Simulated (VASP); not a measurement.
Consider the following.

```xyz
1
Lattice="0.0000 1.8757 1.8757 1.8757 0.0000 1.8757 1.8757 1.8757 0.0000" Properties=species:S:1:pos:R:3 pbc="T T T"
Rh     0.0000     0.0000     0.0000
```

Computed with optB88-vdW, VASP's PBE PAW potentials (set 64) (plane waves; VASP 6.6.1). Numerical set-up: 520 eV cut-off, 16×16×16 Γ-centred mesh, first-order Methfessel-Paxton smearing of 0.10 eV, potentials Rh_pv.

Problem. Give the stress tensor in GPa (positive for a compressed cell).

Solution. 
```
19.03   0.00   0.00
 0.00  19.03   0.00
 0.00   0.00  19.03
```
The pressure is its mean diagonal, 19.03 GPa.

The compound is Rh in the fcc structure. This cell is one point of a volume scan, at 0.94 of the reference volume.
